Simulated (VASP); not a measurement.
# Al: the relaxed cell at several levels of theory, part 2 of 2

How much does the relaxed cell of Al depend on the functional? The starting structure is a measured crystal structure from the Crystallography Open Database.

VASP 6.6.1.

Results so far: PBEsol 16.25 Å³ an atom; LDA 15.87 Å³ an atom; PBE 16.51 Å³ an atom; PBEsol + D3(BJ) 15.63 Å³ an atom.

## (6) Relaxation with r2SCAN

Level of this step: r2SCAN; plane waves and PAW (Al) (VASP).

r2SCAN adds the kinetic-energy density, costs more than a GGA and is run with LASPH. This run starts from the cell of an earlier relaxation, which isn't shown; the restart sets up the plane waves anew.

INCAR

```
SYSTEM = Al
PREC = Accurate
ENCUT = 450
EDIFF = 1E-06
NELM = 100
ISMEAR = 1
SIGMA = 0.1
LREAL = .FALSE.
ALGO = Normal
METAGGA = R2SCAN
LASPH = .TRUE.
LORBIT = 11
LWAVE = .FALSE.
LCHARG = .FALSE.
KPAR = 2
IBRION = 2
NSW = 50
ISIF = 3
EDIFFG = -0.01
```

POSCAR

```
Al
1.0
    0.0000000000      1.9954508394      1.9954508394
    1.9954508394      0.0000000000      1.9954508394
    1.9954508394      1.9954508394      0.0000000000
Al
1
Direct
    0.0000000000      0.0000000000      0.0000000000
```

KPOINTS

```
Automatic mesh
0
Gamma
12 12 12
0 0 0
```

The projector-augmented-wave data sets are Al (PBE family, release 64).

Started as:

```bash
$ mpirun -np 2 vasp_std
```

What it wrote:

```text
[banner, memory and clock lines left out]
running    2 mpi-ranks, on    1 nodes
[...]
[... a notice as in an earlier step ...]

 LDA part: xc-table for (None), standard interpolation
 POSCAR, INCAR and KPOINTS ok, starting setup
[...]
entering main loop
       N       E                     dE             d eps       ncg     rms          rms(c)
DAV:   1    -0.497536679578E+01   -0.49754E+01   -0.88922E+02   795   0.302E+02
DAV:   2    -0.690789176949E+01   -0.19325E+01   -0.18187E+01   970   0.296E+01
DAV:   3    -0.692038947354E+01   -0.12498E-01   -0.12498E-01   945   0.290E+00
DAV:   4    -0.692044223967E+01   -0.52766E-04   -0.52766E-04   950   0.186E-01
[...]
DAV:   9    -0.674243869598E+01    0.10606E-03   -0.39308E-05   830   0.677E-02    0.109E-01
DAV:  10    -0.674247205554E+01   -0.33360E-04   -0.19647E-06   910   0.127E-02    0.555E-03
DAV:  11    -0.674247156097E+01    0.49457E-06   -0.59457E-09   440   0.916E-04
   1 F= -.67424716E+01 E0= -.67423134E+01  d E =-.674247E+01
[...]
reached required accuracy - stopping structural energy minimisation
```

Wall time 4.8 s (2 MPI ranks of Intel Xeon 6975P-C (Granite Rapids), shared host); peak memory 0.21 GiB; 8.6 s of CPU time.

OUTCAR, selected parts (step 6):

```text
  Total        0.0022480      0.0022480      0.0022480     -0.0000000     -0.0000000      0.0000000
  in kB        0.2266487      0.2266487      0.2266487     -0.0000000     -0.0000000      0.0000000
  external PRESSURE =       0.2266487 kB  Pullay stress =       0.0000000 kB

  FREE ENERGIE OF THE ION-ELECTRON SYSTEM (eV)
  ---------------------------------------------------
  free  energy   TOTEN  =        -6.7424715610 eV

  energy  without entropy=       -6.7419971068  energy(sigma->0) =       -6.74231341

[... 3 parts as in an earlier step ...]

[... 2 further parts left out ...]
[key lines of the parts left out:]
E-fermi :   8.2976
```

With r2SCAN the relaxed cell holds 15.891 Å³ an atom, -4.30 % against the measured cell, with a = 3.991 Å. That is -2.20 % from PBEsol. Pressures at 0.985 and 1.015 times this volume, from two more relaxations that aren't shown, give a bulk modulus of 85.8 GPa.

## (7) Relaxation with r2SCAN + rVV10

rVV10 adds a nonlocal correlation energy for dispersion. This run starts from the cell of an earlier relaxation, which isn't shown; the restart sets up the plane waves anew.

INCAR, as its differences from that of step 6:

```diff
@@ -10,2 +10,6 @@
 METAGGA = R2SCAN
+LUSE_VDW = .TRUE.
+IVDW_NL = 2
+BPARAM = 11.95
+CPARAM = 0.0093
 LASPH = .TRUE.
```

POSCAR

```
Al
1.0
    0.0000000000      1.9932795734      1.9932795734
    1.9932795734      0.0000000000      1.9932795734
    1.9932795734      1.9932795734      0.0000000000
Al
1
Direct
    0.0000000000      0.0000000000      0.0000000000
```

KPOINTS is that of step 6.

Started as:

```bash
$ mpirun -np 2 vasp_std
```

What it wrote:

```text
[banner, memory and clock lines left out]
running    2 mpi-ranks, on    1 nodes
[...]
|                                                                             |
|               ----> ADVICE to this user running VASP <----                  |
|                                                                             |
|     You have switched on vdW-DFT.                                           |
|     This routine was written and supplied by Jiri Klimes. We recommend      |
|     that you carefully read and cite the following publications:            |
|       J. Klimes, D.R. Bowler, A. Michelides                                 |
|          J. Phys.: Cond Matt. 22 022201 (2010)                              |
|       J. Klimes, D.R. Bowler, A. Michelides                                 |
|          Phys. Rev. B. 83, 195131 (2011)                                    |
|     and references therein.                                                 |
|                                                                             |

[...]
DAV:   7    -0.667659320187E+01    0.50569E-03   -0.43498E-03   815   0.951E-01    0.505E-01
Total rVV10 correction in eV:      0.0659444     5.1796814
Total rVV10 correction in eV:      0.0659444     5.1796814
DAV:   8    -0.667659195982E+01    0.12421E-05   -0.77272E-05   930   0.124E-01    0.975E-02
Total rVV10 correction in eV:      0.0658918     5.1796814
Total rVV10 correction in eV:      0.0658918     5.1796814
DAV:   9    -0.667648479367E+01    0.10717E-03   -0.39321E-05   800   0.648E-02    0.114E-01
Total rVV10 correction in eV:      0.0659078     5.1796814
Total rVV10 correction in eV:      0.0659078     5.1796814
DAV:  10    -0.667651969802E+01   -0.34904E-04   -0.20892E-06   890   0.128E-02    0.548E-03
Total rVV10 correction in eV:      0.0659074     5.1796814
Total rVV10 correction in eV:      0.0659074     5.1796814
DAV:  11    -0.667651921346E+01    0.48455E-06   -0.75189E-09   435   0.103E-03
Total rVV10 correction in eV:      0.0659074     5.1796814
Total rVV10 correction in eV:      0.0659074     5.1796814
Total rVV10 correction in eV:      0.0659074     5.1796814
Total rVV10 correction in eV:      0.0659074     5.1796814
   1 F= -.66765192E+01 E0= -.66763617E+01  d E =-.667652E+01
[...]
reached required accuracy - stopping structural energy minimisation
```

Elapsed: 9.6 s, on 2 MPI ranks; peak memory 0.31 GiB; 18 s of CPU time.

Parts of OUTCAR (step 7):

```text
  Total        0.0021475      0.0021475      0.0021475     -0.0000000     -0.0000000      0.0000000
  in kB        0.2172293      0.2172293      0.2172293     -0.0000000     -0.0000000      0.0000000
  external PRESSURE =       0.2172293 kB  Pullay stress =       0.0000000 kB

 POSITION                                       TOTAL-FORCE (eV/Angst)
 -----------------------------------------------------------------------------------
      0.00000      0.00000      0.00000         0.000000     -0.000000      0.000000
 -----------------------------------------------------------------------------------
    total drift:                                0.000000      0.000000     -0.000000

  FREE ENERGIE OF THE ION-ELECTRON SYSTEM (eV)
  ---------------------------------------------------
  free  energy   TOTEN  =        -6.6765192135 eV

  energy  without entropy=       -6.6760465913  energy(sigma->0) =       -6.67636167

[... 2 parts as in an earlier step ...]

[... 2 further parts left out ...]
[key lines of the parts left out:]
E-fermi :   8.3234
```

With r2SCAN + rVV10 the relaxed cell holds 15.839 Å³ an atom, -4.62 % against the measured cell, with a = 3.987 Å. That is -2.52 % from PBEsol. Pressures at 0.985 and 1.015 times this volume, from two more relaxations that aren't shown, give a bulk modulus of 86.7 GPa.

## (8) Relaxation with vdW-DF-cx

vdW-DF-cx takes its exchange from the same plasmon model as its correlation.

INCAR, as its differences from that of step 7:

```diff
@@ -9,7 +9,5 @@
 ALGO = Normal
-METAGGA = R2SCAN
+GGA = CX
+AGGAC = 0
 LUSE_VDW = .TRUE.
-IVDW_NL = 2
-BPARAM = 11.95
-CPARAM = 0.0093
 LASPH = .TRUE.
```

POSCAR

```
Al
1.0
    0.0000000000      2.0249250000      2.0249250000
    2.0249250000      0.0000000000      2.0249250000
    2.0249250000      2.0249250000      0.0000000000
Al
1
Direct
    0.0000000000      0.0000000000      0.0000000000
```

KPOINTS is that of step 7.

Started as:

```bash
$ mpirun -np 2 vasp_std
```

What it wrote:

```text
[banner, memory and clock lines left out]
running    2 mpi-ranks, on    1 nodes
[...]
[... a notice as in an earlier step ...]

 [... a notice as in an earlier step ...]

 LDA part: xc-table for (Slater+PW92), standard interpolation
 POSCAR, INCAR and KPOINTS ok, starting setup
[...]
entering main loop
       N       E                     dE             d eps       ncg     rms          rms(c)
DAV:   1    -0.801867800652E+00   -0.80187E+00   -0.72499E+02   795   0.273E+02
DAV:   2    -0.263000524907E+01   -0.18281E+01   -0.15684E+01   975   0.268E+01
DAV:   3    -0.264598680583E+01   -0.15982E-01   -0.15982E-01   930   0.293E+00
DAV:   4    -0.264602765257E+01   -0.40847E-04   -0.40846E-04   960   0.145E-01
DAV:   5    -0.264602785470E+01   -0.20213E-06   -0.20280E-06   950   0.925E-03    0.152E+00
DAV:   6    -0.263767007429E+01    0.83578E-02   -0.12119E-03   860   0.317E-01    0.892E-01
DAV:   7    -0.263147306259E+01    0.61970E-02   -0.31821E-03   795   0.531E-01    0.147E-01
[...]
1 F= -.26314755E+01 E0= -.26317719E+01  d E =-.263148E+01
[...]
N       E                     dE             d eps       ncg     rms          rms(c)
DAV:   1    -0.263207160108E+01   -0.59595E-03   -0.94927E-03   885   0.618E-01    0.926E-02
DAV:   2    -0.263204911210E+01    0.22489E-04   -0.63362E-05   825   0.699E-02    0.300E-02
DAV:   3    -0.263203349891E+01    0.15613E-04   -0.48122E-06   890   0.182E-02    0.119E-02
DAV:   4    -0.263203180696E+01    0.16920E-05   -0.11863E-06   770   0.875E-03    0.760E-03
DAV:   5    -0.263203164039E+01    0.16657E-06   -0.27948E-08   420   0.173E-03
   2 F= -.26320316E+01 E0= -.26323309E+01  d E =-.556120E-03
 trial-energy change:   -0.000556  1 .order   -0.000544   -0.001375    0.000287
 step:   0.8334(harm=  0.8275)  dis= 0.00000  next Energy=    -2.632055 (dE=-0.580E-03)
[...]
N       E                     dE             d eps       ncg     rms          rms(c)
DAV:   1    -0.263205725003E+01   -0.25443E-04   -0.25957E-04   915   0.102E-01    0.156E-02
DAV:   2    -0.263205626543E+01    0.98460E-06   -0.17171E-06   745   0.116E-02
   3 F= -.26320563E+01 E0= -.26323577E+01  d E =-.580745E-03
[...]
reached required accuracy - stopping structural energy minimisation
```

The job ended after 13 s (2 MPI ranks; peak memory 0.42 GiB; 24 s of CPU time).

OUTCAR, selected parts (step 8):

```text
  Total        0.0016359      0.0016359      0.0016359      0.0000000      0.0000000     -0.0000000
  in kB        0.1597112      0.1597112      0.1597112      0.0000000      0.0000000     -0.0000000
  external PRESSURE =       0.1597112 kB  Pullay stress =       0.0000000 kB

 POSITION                                       TOTAL-FORCE (eV/Angst)
 -----------------------------------------------------------------------------------
      0.00000      0.00000      0.00000         0.000000      0.000000     -0.000000
 -----------------------------------------------------------------------------------
    total drift:                                0.000000      0.000000     -0.000000

  FREE ENERGIE OF THE ION-ELECTRON SYSTEM (eV)
  ---------------------------------------------------
  free  energy   TOTEN  =        -2.6320562654 eV

  energy  without entropy=       -2.6329606778  energy(sigma->0) =       -2.63235774

[... 2 parts as in an earlier step ...]

[... 2 further parts left out ...]
[key lines of the parts left out:]
E-fermi :   7.9266
```

With vdW-DF-cx the relaxed cell holds 16.411 Å³ an atom, -1.17 % against the measured cell, with a = 4.034 Å. That is +1.00 % from PBEsol. Pressures at 0.985 and 1.015 times this volume, from two more relaxations that aren't shown, give a bulk modulus of 82.2 GPa.

## (9) Relaxation with SCAN

SCAN adds the kinetic-energy density; it is numerically more delicate than r2SCAN.

INCAR, as its differences from that of step 8:

```diff
@@ -9,5 +9,3 @@
 ALGO = Normal
-GGA = CX
-AGGAC = 0
-LUSE_VDW = .TRUE.
+METAGGA = SCAN
 LASPH = .TRUE.
```

POSCAR is that of step 8.

KPOINTS is that of step 8.

Started as:

```bash
$ mpirun -np 2 vasp_std
```

What it wrote:

```text
[... set-up lines as in an earlier step ...]
 entering main loop
       N       E                     dE             d eps       ncg     rms          rms(c)
DAV:   1    -0.606320504209E+01   -0.60632E+01   -0.74859E+02   780   0.282E+02
DAV:   2    -0.796970413333E+01   -0.19065E+01   -0.16432E+01   980   0.280E+01
DAV:   3    -0.798581146944E+01   -0.16107E-01   -0.16108E-01   930   0.307E+00
DAV:   4    -0.798585599966E+01   -0.44530E-04   -0.44530E-04   965   0.160E-01
[...]
DAV:  13    -0.774477134332E+01   -0.18994E-05   -0.34103E-05   740   0.494E-02    0.861E-03
DAV:  14    -0.774477242107E+01   -0.10778E-05   -0.15418E-06   770   0.150E-02    0.180E-03
DAV:  15    -0.774477231607E+01    0.10501E-06   -0.57632E-07   580   0.774E-03
   1 F= -.77447723E+01 E0= -.77448569E+01  d E =-.774477E+01
[...]
N       E                     dE             d eps       ncg     rms          rms(c)
DAV:   1    -0.775014155254E+01   -0.53691E-02   -0.89179E-02   895   0.203E+00    0.333E-01
[...]
DAV:   5    -0.774814190277E+01   -0.33728E-04   -0.20458E-04   725   0.119E-01    0.822E-03
DAV:   6    -0.774813551888E+01    0.63839E-05   -0.25596E-05   730   0.572E-02    0.760E-03
DAV:   7    -0.774813562936E+01   -0.11048E-06   -0.44681E-06   770   0.158E-02
   2 F= -.77481356E+01 E0= -.77481587E+01  d E =-.336331E-02
 trial-energy change:   -0.003363  1 .order   -0.003267   -0.007360    0.000825
 step:   0.9052(harm=  0.8992)  dis= 0.00000  next Energy=    -7.748175 (dE=-0.340E-02)
[...]
N       E                     dE             d eps       ncg     rms          rms(c)
DAV:   1    -0.774820235480E+01   -0.66836E-04   -0.77571E-04   875   0.198E-01    0.335E-02
DAV:   2    -0.774818237387E+01    0.19981E-04   -0.31461E-04   750   0.166E-01    0.136E-02
DAV:   3    -0.774817178327E+01    0.10591E-04   -0.29322E-05   720   0.591E-02    0.471E-03
DAV:   4    -0.774817066213E+01    0.11211E-05   -0.71702E-07   715   0.106E-02    0.355E-03
DAV:   5    -0.774816945610E+01    0.12060E-05   -0.16457E-06   735   0.124E-02    0.915E-04
DAV:   6    -0.774816969841E+01   -0.24231E-06   -0.23253E-07   360   0.535E-03
   3 F= -.77481697E+01 E0= -.77482083E+01  d E =-.339738E-02
[...]
reached required accuracy - stopping structural energy minimisation
```

The job ended after 12 s (2 MPI ranks; peak memory 0.21 GiB; 24 s of CPU time).

From OUTCAR (step 9):

```text
  Total        0.0003431      0.0003431      0.0003431      0.0000000      0.0000000     -0.0000000
  in kB        0.0340975      0.0340975      0.0340975      0.0000000      0.0000000     -0.0000000
  external PRESSURE =       0.0340975 kB  Pullay stress =       0.0000000 kB

 POSITION                                       TOTAL-FORCE (eV/Angst)
 -----------------------------------------------------------------------------------
      0.00000      0.00000      0.00000        -0.000000      0.000000      0.000000
 -----------------------------------------------------------------------------------
    total drift:                                0.000000      0.000000     -0.000000

  FREE ENERGIE OF THE ION-ELECTRON SYSTEM (eV)
  ---------------------------------------------------
  free  energy   TOTEN  =        -7.7481696984 eV

  energy  without entropy=       -7.7482855084  energy(sigma->0) =       -7.74820830

[... 2 parts as in an earlier step ...]

[... 2 further parts left out ...]
[key lines of the parts left out:]
E-fermi :   8.0842
```

With SCAN the relaxed cell holds 16.120 Å³ an atom, -2.93 % against the measured cell, with a = 4.010 Å. That is -0.79 % from PBEsol. Pressures at 0.985 and 1.015 times this volume, from two more relaxations that aren't shown, give a bulk modulus of 76.7 GPa.

## (10) All runs side by side

| level | volume (Å³/atom) | against the measured cell (%) | a (Å) | bulk modulus (GPa) | pressure left (GPa) | core minutes |
| --- | --- | --- | --- | --- | --- | --- |
| PBEsol | 16.248 | -2.15 | 4.0206 | 84.8 | 0.0 | 0.0733 |
| LDA | 15.875 | -4.4 | 3.9895 | 86.9 | 0.01 | 0.107 |
| PBE | 16.515 | -0.55 | 4.0425 | 81.7 | 0.08 | 0.06 |
| PBEsol + D3(BJ) | 15.631 | -5.87 | 3.969 | 89.3 | 0.01 | 0.127 |
| r2SCAN | 15.891 | -4.3 | 3.9909 | 85.8 | 0.02 | 0.493 |
| r2SCAN + rVV10 | 15.839 | -4.62 | 3.9866 | 86.7 | 0.02 | 1.19 |
| vdW-DF-cx | 16.411 | -1.17 | 4.034 | 82.2 | 0.02 | 0.42 |
| SCAN | 16.12 | -2.93 | 4.01 | 76.7 | 0.0 | 0.407 |

Core minutes are wall time times ranks, summed over the relaxations behind a row (those for a bulk modulus apart), on shared hosts.

## (11) What came out

```yaml
volume_pbesol: 16.25 Å³/atom
volume_lda: 15.87 Å³/atom
volume_pbe: 16.51 Å³/atom
volume_pbesol_d3_bj: 15.63 Å³/atom
volume_r2scan: 15.89 Å³/atom
volume_r2scan_rvv10: 15.84 Å³/atom
volume_vdw_df_cx: 16.41 Å³/atom
volume_scan: 16.12 Å³/atom
```

In words: Across 8 levels the volume of Al spans 5.7 %, from 15.63 Å³ an atom (PBEsol + D3(BJ)) to 16.51 Å³ (PBE). Against the measured volume of the starting structure, PBE comes nearest (-0.5 %) and PBEsol + D3(BJ) lies farthest (-5.9 %). The measured cell holds zero-point expansion and, unless it was taken cold, thermal expansion, which the runs lack, so small differences decide nothing. Adding D3(BJ) to PBEsol changes the volume by -3.8 %. Adding rVV10 to r2SCAN changes the volume by -0.3 %. The bulk modulus goes from 76.7 GPa (SCAN) to 89.3 GPa (PBEsol + D3(BJ)). LASPH is on in some of these runs and off in others, which adds a little to the differences. All runs keep the symmetry of the start, so they can't find a distortion of lower symmetry. Further runs on this material are not shown.

[Lines on the potential files, build, host, timing and source positions are cut from VASP's logs without a mark.]

[Logs are printed without paths, hosts, clocks, repeated set-up lines and the standing remarks that a program may print on its own settings, such as how far it seeks lower states.]

[Hosts, paths, dates, database ids (printed as entryN), source tags and the programs' standing remarks are cut or masked in the printed files.]
